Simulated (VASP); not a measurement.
## Moving the dispersion correction in NaLaMnMoO6

The cell as given:

Space group Cm (No. 8). a = 9.956 Å, b = 5.763 Å, c = 5.524 Å, α = 90.00°, β = 123.42°, γ = 90.00°
```csv
atom,site,symmetry,x,y,z
Na,2a,m,0.0052,0.0000,0.5001
La,2a,m,0.2469,0.0000,0.2118
Mn,2a,m,0.7498,0.0000,0.8019
Mo,2a,m,0.5013,0.0000,0.0028
O,2a,m,0.6966,0.0000,0.3860
O,4b,1,0.4212,0.2497,0.1235
O,4b,1,0.5841,0.2204,0.8465
O,2a,m,0.2895,0.0000,0.6575
```

The cell comes from a database or a generator and needn't be the stable form of this composition.

Kept alike: task relaxation of cell and atoms; functional PBE; k mesh 6 × 6 × 6; occupations fermi-dirac, width 0.05 eV; collinear spin, ferromagnetic start. Program: VASP, PBE PAW files La, Mn_pv, Mo_sv, Na_pv, O, 600 eV. The mesh is that of the run's cell of 10 atoms. No spin-orbit coupling.

```csv
dispersion correction,band gap (eV),volume (Å³/atom),first edge of the run's cell (Å),third edge of the run's cell (Å),largest site moment (μB)
D2,0.798,12.287,5.614,5.489,4.32
D3(zero),0.921,12.904,5.684,5.502,4.35
D3(BJ),0.888,12.664,5.638,5.494,4.34
D4,0.993,13.004,5.715,5.522,4.36
rVV10 (b = 10),0.893,12.789,5.657,5.510,4.34
```

Gaps hold for each row's own relaxed cell. Relaxations stop with a little pressure left, so the last digits of a volume or edge aren't settled. The runs hold the magnetic state that their start led to, which needn't be the lowest. Site moments count inside each atom's sphere or projector. A gap read on the mesh alone can miss an edge between its points.

The band gap runs from 0.798 (D2) to 0.993 eV (D4). The volume runs from 12.287 (D2) to 13.004 Å³/atom (D4). The first edge of the run's cell runs from 5.614 (D2) to 5.715 Å (D4). The third edge of the run's cell runs from 5.489 (D2) to 5.522 Å (D4). The largest site moment runs from 4.32 (D2) to 4.36 μB (D4).
